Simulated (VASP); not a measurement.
Input:

```
CELL_PARAMETERS angstrom
      0.00953     6.03491     5.96103
      6.03491     0.00953     5.96103
      3.02222     3.02222     0.00000
ATOMIC_POSITIONS crystal
  Li 0.00000 0.00000 0.00000
  Cl 0.22092 0.22092 0.55817
  Cl 0.23141 0.76859 0.50000
  Cl 0.76859 0.23141 0.50000
  Cl 0.77908 0.77908 0.44183
  K  0.00000 0.50000 0.00000
  K  0.50000 0.00000 0.00000
  K  0.50000 0.50000 0.00000
```

Calculation: PBEsol GGA, VASP's PBE PAW potentials (set 64) (plane waves; VASP). Numerical set-up: 520 eV cut-off, Gaussian smearing of 0.050 eV, potentials Li_sv Cl K_sv.

Question: Give the energies of bands 18 to 31 at the high-symmetry points, in eV from the valence-band maximum.

Answer: 
```json
[
 {"band": "18", "Γ": "-1.57", "Y": "-1.29", "C0": "-1.25", "Z": "-1.30", "A0": "-1.53", "T": "-1.59", "S": "-1.26", "R": "-1.31"},
 {"band": "19", "Γ": "-1.36", "Y": "-1.10", "C0": "-1.11", "Z": "-1.26", "A0": "-1.31", "T": "-1.39", "S": "-1.19", "R": "-1.27"},
 {"band": "20", "Γ": "-1.13", "Y": "-1.09", "C0": "-0.98", "Z": "-1.05", "A0": "-1.15", "T": "-1.14", "S": "-0.91", "R": "-1.19"},
 {"band": "21", "Γ": "-0.50", "Y": "-0.72", "C0": "-0.77", "Z": "-0.82", "A0": "-1.14", "T": "-1.12", "S": "-0.79", "R": "-1.04"},
 {"band": "22", "Γ": "-0.47", "Y": "-0.61", "C0": "-0.74", "Z": "-0.74", "A0": "-0.71", "T": "-0.69", "S": "-0.64", "R": "-0.80"},
 {"band": "23", "Γ": "-0.43", "Y": "-0.59", "C0": "-0.61", "Z": "-0.70", "A0": "-0.52", "T": "-0.51", "S": "-0.59", "R": "-0.63"},
 {"band": "24", "Γ": "-0.40", "Y": "-0.48", "C0": "-0.34", "Z": "-0.65", "A0": "-0.41", "T": "-0.40", "S": "-0.34", "R": "-0.55"},
 {"band": "25", "Γ": "-0.35", "Y": "-0.31", "C0": "-0.27", "Z": "-0.59", "A0": "-0.39", "T": "-0.32", "S": "-0.34", "R": "-0.37"},
 {"band": "26", "Γ": "-0.33", "Y": "-0.24", "C0": "-0.27", "Z": "-0.54", "A0": "-0.33", "T": "-0.30", "S": "-0.23", "R": "-0.36"},
 {"band": "27", "Γ": "-0.03", "Y": "-0.21", "C0": "-0.24", "Z": "-0.36", "A0": "-0.30", "T": "-0.29", "S": "-0.21", "R": "-0.35"},
 {"band": "28", "Γ": "-0.02", "Y": "-0.19", "C0": "-0.20", "Z": "-0.30", "A0": "-0.28", "T": "-0.28", "S": "-0.19", "R": "-0.28"},
 {"band": "29", "Γ": "0.00", "Y": "-0.08", "C0": "-0.14", "Z": "-0.23", "A0": "-0.23", "T": "-0.22", "S": "-0.17", "R": "-0.27"},
 {"band": "30", "Γ": "4.96", "Y": "6.47", "C0": "6.46", "Z": "7.23", "A0": "6.41", "T": "6.25", "S": "6.05", "R": "6.86"},
 {"band": "31", "Γ": "6.39", "Y": "6.77", "C0": "6.88", "Z": "7.53", "A0": "6.67", "T": "6.55", "S": "6.41", "R": "7.09"}
]
```

The gap is direct, 4.96 eV, from the valence maximum at Γ to the conduction minimum at Γ.

The structure was generated: K3LiCl4 was put into an ordered model structure (Cmmm), which need not be its known phase. It was relaxed first.
